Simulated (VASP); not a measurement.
HfO2:

```
Hf O
1.0
     0.00000    2.55750    2.55750
     2.55750    0.00000    2.55750
     2.55750    2.55750    0.00000
Hf O
1 2
Direct
  0.00000 0.00000 0.00000
  0.25000 0.25000 0.25000
  0.75000 0.75000 0.75000
```

Measurements of this composition are mostly on another form, of space group No. 14.

Base run:

| Item | Value |
| --- | --- |
| Program | VASP 6.6.1 |
| Functional | PBE |
| Potentials or basis | VASP PAW PBE potentials, release 64 (Hf_pv, O) |
| Cutoff | 520 eV |
| k mesh | 6 × 6 × 6 |
| Occupations | gaussian, width 0.01 eV |
| Spin | no spin polarisation |

Its results: band gap on the k mesh 3.73 eV, direct; pressure -6.0 GPa.

Problem. The run is repeated on the same cell with these changes: k mesh from 6 × 6 × 6 to 9 × 9 × 9; further incar settings from ALGO = Normal; EDIFF = 1e-06; NBANDS = 18 to ALGO = Normal; EDIFF = 1e-07; NBANDS = 18. What comes out?

Solution. Band gap on the k mesh 3.84 eV, indirect (least direct gap 3.95 eV); pressure -6.0 GPa.

Caveats: spin-orbit coupling is left out, which moves the levels of the heavy elements; an odd mesh through Γ misses points on the zone boundary, where band edges often lie (some runs).
